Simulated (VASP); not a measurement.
All values below come from r2SCAN meta-GGA, VASP's PBE PAW potentials (set 64) (plane waves; VASP 6.6.1).

VASP input:

### KPOINTS
```
Automatic mesh
0
Gamma
12 12 1
0 0 0
```

**INCAR**
```
ALGO = Normal
EDIFF = 1E-5
EDIFFG = -0.03
ENCUT = 400
IBRION = 2
ISIF = 4
ISMEAR = 0
LASPH = .True.
LCHARG = .False.
LMAXMIX = 4
LMIXTAU = .True.
LREAL = .False.
LWAVE = .True.
METAGGA = R2SCAN
NELM = 100
NELMIN = 4
NSW = 50
PREC = Normal
SIGMA = 0.05
SYSTEM = ZrS2 monolayer
```

POSCAR:
```
ZrS2 monolayer
1.0
  3.6899975938   0.0000000000   0.0000000000
 -1.8449987969   3.1956316788   0.0000000000
  0.0000000000   0.0000000000  19.8120003184
S Zr
2 1
Cart
  1.8450006419   1.0652094944   8.3816054187
 -0.0000018450   2.1304221844  11.4303948997
  0.0000000000   0.0000000000   9.9060001592
```

POTCAR, in this order: S Zr_sv (PBE.64 set). Program: vasp_std.

**Question.** What will the output report for the number of irreducible k-points (NKPTS), largest plane-wave count, number of space-group operations, FFT grid (NGX, NGY, NGZ)?

**Answer.** 
The number of irreducible k-points (NKPTS) is 19 and the largest plane-wave count is 4296. The number of space-group operations is 12 and the FFT grid (NGX, NGY, NGZ) comes out as 18 × 18 × 98.

The cell is a sheet with vacuum, built from ZrS2 (1T layered).
